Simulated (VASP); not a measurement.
Output of a VASP run:

OUTCAR:
```
 ion  position               nearest neighbor table
   1  0.000  0.000  0.500-   2 2.94   3 2.94   3 2.94   2 2.94   3 2.94   2 2.94
   2  0.333  0.667  0.596-   1 2.94   1 2.94   1 2.94
   3  0.667  0.333  0.404-   1 2.94   1 2.94   1 2.94
  LATTYP: Found a hexagonal cell.
 ALAT       =     4.2008210000
 C/A-ratio  =     4.1266019190
 Subroutine PRICEL returns:
 Original cell was already a primitive cell.
 Subroutine GETGRP returns: Found 12 space group operations
The static configuration has the point symmetry D_3d.
The dynamic configuration has the point symmetry D_3d.
 Subroutine INISYM returns: Found 12 space group operations
 Subroutine IBZKPT returns following result:
 Found     12 irreducible k-points:

 Following reciprocal coordinates:
            Coordinates               Weight
  0.000000  0.000000  0.000000      1.000000
  0.111111 -0.000000  0.000000      6.000000
  0.222222  0.000000  0.000000      6.000000
  0.333333 -0.000000  0.000000      6.000000
  0.444444  0.000000  0.000000      6.000000
  0.111111  0.111111  0.000000      6.000000
  0.222222  0.111111  0.000000     12.000000
  0.333333  0.111111  0.000000     12.000000
  0.444444  0.111111  0.000000      6.000000
  0.222222  0.222222  0.000000      6.000000
  0.333333  0.222222  0.000000     12.000000
  0.333333  0.333333  0.000000      2.000000
   k-points           NKPTS =     12   k-points in BZ     NKDIM =     12   number of bands    NBANDS=     12
   number of dos      NEDOS =    301   number of ions     NIONS =      3
   total plane-waves  NPLWV =  56448
   dimension x,y,z NGX =    24 NGY =   24 NGZ =   98
   dimension x,y,z NGXF=    48 NGYF=   48 NGZF=  196
   ions per type =               1   2
   PREC   = accura    normal or accurate (medium, high low for compatibility)
   ISTART =      0    job   : 0-new  1-cont  2-samecut
   ICHARG =      2    charge: 1-file 2-atom 10-const
   ISPIN  =      1    spin polarized calculation?
   LNONCOLLINEAR =      F non collinear calculations
   LSORBIT =      F    spin-orbit coupling
   INIWAV =      1    electr: 0-lowe 1-rand  2-diag
   ENCUT  =  300.0 eV  22.05 Ry    4.70 a.u.   5.93  5.93 24.48*2*pi/ulx,y,z
   NELM   =    100;   NELMIN=  2; NELMDL= -5     # of ELM steps
   EDIFF  = 0.1E-05   stopping-criterion for ELM
   LREAL  =      F    real-space projection
   NLSPLINE    = F    spline interpolate recip. space projectors
   LMAXMIX     =    4 max onsite mixed and CHGCAR
   VOSKOWN=      0    Vosko Wilk Nusair interpolation
   EDIFFG = 0.1E-04   stopping-criterion for IOM
   NSW    =      0    number of steps for IOM
   NBLOCK =      1;   KBLOCK =      1    inner block; outer block
   IBRION =     -1    ionic relax: 0-MD 1-quasi-New 2-CG
   NFREE  =      0    steps in history (QN), initial steepest desc. (CG)
   ISIF   =      2    stress and relaxation
   ISYM   =      2    0-nonsym 1-usesym 2-fastsym
   TEIN   =    0.0    initial temperature
   TEBEG  =    0.0;   TEEND  =   0.0 temperature during run
   SMASS  =  -3.00    Nose mass-parameter (am)
   PSTRESS=    0.0 pullay stress
   NELECT =      16.0000    total number of electrons
   EFERMI =   0.00;   METHOD = LEGACY
   ISMEAR =     0;   SIGMA  =   0.14  broadening in eV -4-tet -1-fermi 0-gaus
   IALGO  =     38    algorithm
   LDIAG  =      T    sub-space diagonalisation (order eigenvalues)
   IMIX   =      4    mixing-type and parameters
     AMIX     =   0.40;   BMIX     =  1.00
     AMIX_MAG =   1.60;   BMIX_MAG =  1.00
     AMIN     =   0.10
   GGA     = PE    functional components
   VOSKOWN =     0    Vosko Wilk Nusair interpolation
   LHFCALC =     F    Hartree Fock is set to
   LHFONE  =     F    Hartree Fock one center treatment
   AEXX    =    0.0000 exact exchange contribution
   IVDW    =     0    specifies the selected vdW correction
   LEPSILON=     F    determine dielectric tensor
   LRPA    =     F    only Hartree local field effects (RPA)
  energy-cutoff  :      300.00
  volume of cell :      264.93
...
```

OSZICAR:
```
       N       E                     dE             d eps       ncg     rms          rms(c)
DAV:   1     0.882696852787E+02    0.88270E+02   -0.36628E+03   288   0.606E+02
DAV:   2     0.239376798967E+01   -0.85876E+02   -0.80934E+02   492   0.125E+02
DAV:   3    -0.758656144564E+01   -0.99803E+01   -0.99373E+01   376   0.521E+01
DAV:   4    -0.789329165607E+01   -0.30673E+00   -0.30661E+00   368   0.117E+01
DAV:   5    -0.790047886785E+01   -0.71872E-02   -0.71860E-02   380   0.203E+00    0.379E+00
DAV:   6    -0.776132990112E+01    0.13915E+00   -0.17408E-01   332   0.225E+00    0.263E+00
DAV:   7    -0.773894767623E+01    0.22382E-01   -0.21629E-01   328   0.253E+00    0.588E-01
DAV:   8    -0.773257278735E+01    0.63749E-02   -0.23539E-02   328   0.875E-01    0.312E-01
DAV:   9    -0.773278585945E+01   -0.21307E-03   -0.21656E-03   352   0.306E-01    0.190E-01
DAV:  10    -0.773274603933E+01    0.39820E-04   -0.15927E-04   360   0.103E-01    0.469E-02
DAV:  11    -0.773277326587E+01   -0.27227E-04   -0.50209E-05   364   0.403E-02    0.531E-02
DAV:  12    -0.773277729056E+01   -0.40247E-05   -0.45773E-06   376   0.127E-02    0.220E-02
DAV:  13    -0.773279050024E+01   -0.13210E-04   -0.13022E-06   264   0.678E-03    0.865E-03
DAV:  14    -0.773280489804E+01   -0.14398E-04   -0.17675E-06   300   0.732E-03    0.218E-02
DAV:  15    -0.773280872172E+01   -0.38237E-05   -0.66280E-07   276   0.466E-03    0.313E-03
DAV:  16    -0.773281998286E+01   -0.11261E-04   -0.12299E-06   268   0.513E-03    0.989E-03
DAV:  17    -0.773282265990E+01   -0.26770E-05   -0.17018E-07   264   0.254E-03    0.326E-03
DAV:  18    -0.773282476256E+01   -0.21027E-05   -0.68293E-08   240   0.143E-03    0.145E-04
DAV:  19    -0.773282573609E+01   -0.97353E-06   -0.11918E-08   256   0.673E-04
   1 F= -.77328257E+01 E0= -.77328257E+01  d E =-.237851E-11
```

### OUTCAR
```
------------------------ aborting loop because EDIFF is reached ----------------------------------------
  FORCE on cell =-STRESS in cart. coord.  units (eV):
  Direction    XX          YY          ZZ          XY          YZ          ZX
  --------------------------------------------------------------------------------------
  Total        0.0450195      0.0450195      0.0818599     -0.0000000     -0.0000000     -0.0000000
  in kB        0.2722610      0.2722610      0.4950580     -0.0000000     -0.0000000     -0.0000000
  external PRESSURE =       0.3465267 kB  Pullay stress =       0.0000000 kB
  volume of cell :      264.93
      direct lattice vectors                 reciprocal lattice vectors
     4.200821000  0.000000000  0.000000000     0.238048705  0.137437506  0.000000000
    -2.100411000  3.638018000  0.000000000     0.000000000  0.274874946  0.000000000
     0.000000000  0.000000000 17.335116000     0.000000000  0.000000000  0.057686375
 POSITION                                       TOTAL-FORCE (eV/Angst)
 -----------------------------------------------------------------------------------
      0.00000      0.00000      8.66756        -0.000000      0.000000      0.000000
     -0.00000      2.42535     10.33511        -0.000000      0.000000      0.027618
      2.10041      1.21267      7.00001         0.000000     -0.000000     -0.027618
 -----------------------------------------------------------------------------------
    total drift:                                0.000000     -0.000000      0.000000
  FREE ENERGIE OF THE ION-ELECTRON SYSTEM (eV)
  ---------------------------------------------------
  free  energy   TOTEN  =        -7.7328257361 eV

  energy  without entropy=       -7.7328257361  energy(sigma->0) =       -7.73282574
```
(Selected blocks of OUTCAR.)

**POSCAR**
```
MgI2
1
    4.2008210000     0.0000000000     0.0000000000
   -2.1004110000     3.6380180000     0.0000000000
    0.0000000000     0.0000000000    17.3351160000
Mg I
1 2
Direct
  0.0000000000   0.0000000000   0.5000000000
  0.3333330000   0.6666670000   0.5961950000
  0.6666670000   0.3333330000   0.4038050000
```

Task: Write an INCAR and KPOINTS that could have produced this output.

Result: One answer among several that fit: the input of the run itself, PBE GGA, plane waves, VASP's PBE PAW potentials (set 64).

**KPOINTS**
```
kpoints
0
Gamma
 9 9 1
0 0 0
```

**INCAR**
```
! general
SYSTEM =MgI2
PREC   =Accurate
ENCUT  =300
LREAL  =.FALSE.
LASPH  =.TRUE.

! electronic loop
EDIFF  =1E-6
NELM   =100
ALGO   =Normal
LMAXMIX=4

! smearing
ISMEAR =0
SIGMA  =0.136

! functional
GGA    =PE

! ions
ISIF   =2

! output
LWAVE  =.FALSE.
LCHARG =.FALSE.
```

POTCAR, in this order: Mg I (PBE.64 set). Program: vasp_std.

The cell holds a wide vacuum, so values per volume refer to the whole cell.

The cell is a sheet with vacuum, built from a generated structure.
